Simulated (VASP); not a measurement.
Here is the system:

```
CELL_PARAMETERS angstrom
      1.80045    -3.11848     0.00000
      1.80045     3.11848     0.00000
      0.00000     0.00000     5.54419
ATOMIC_POSITIONS crystal
  Y  0.33333 0.66667 0.25000
  Y  0.66667 0.33333 0.75000
```

Computed with PBEsol GGA, VASP's PBE PAW potentials (set 64) (plane waves; VASP). Numerical set-up: 480 eV cut-off, 12×12×6 Γ-centred mesh, first-order Methfessel-Paxton smearing of 0.10 eV, potentials Y_sv.

Each row applies one change to this cell, which was relaxed at other settings and keeps the small stress of the first row; at a fixed cut-off the stress holds a Pulay part, so it need not integrate to ΔE exactly. Stress is in GPa, positive when the cell is compressed.

```tsv
change	ΔE (meV/atom)	σxx	σyy	σzz	largest shear component, with its sign (GPa)	largest force (eV/Å)
none	0.0	0.08	0.08	0.22	0.00	0.000
isotropic strain of -1.0 %	___	___	___	___	___	___
isotropic strain of +1.0 %	2.8	-1.18	-1.18	-1.00	0.00	0.000
uniaxial strain of +1.0 % along x	0.7	-0.78	-0.12	-0.01	0.00	0.014
atom 2 (Y) moved by -0.100 Å along z	___	___	___	___	___	___
biaxial strain of -1.0 % in the yz plane	2.8	0.55	1.22	1.29	0.00	0.016
uniaxial strain of +1.5 % along z	1.0	-0.26	-0.26	-0.98	0.00	0.000
```

**Question.** What belongs in the gaps?

**Answer.** 
- isotropic strain of -1.0 %, ΔE (meV/atom): 4.8
- isotropic strain of -1.0 %, σxx: 1.44
- isotropic strain of -1.0 %, σyy: 1.44
- isotropic strain of -1.0 %, σzz: 1.57
- isotropic strain of -1.0 %, largest shear component, with its sign (GPa): 0.00
- isotropic strain of -1.0 %, largest force (eV/Å): 0.000
- atom 2 (Y) moved by -0.100 Å along z, ΔE (meV/atom): 10.7
- atom 2 (Y) moved by -0.100 Å along z, σxx: 0.04
- atom 2 (Y) moved by -0.100 Å along z, σyy: 0.04
- atom 2 (Y) moved by -0.100 Å along z, σzz: 0.58
- atom 2 (Y) moved by -0.100 Å along z, largest shear component, with its sign (GPa): 0.00
- atom 2 (Y) moved by -0.100 Å along z, largest force (eV/Å): 0.420

Failed runs are left out, and for metals the shear rows, which the mesh's noise covers.

The compound is Y in the hcp structure.
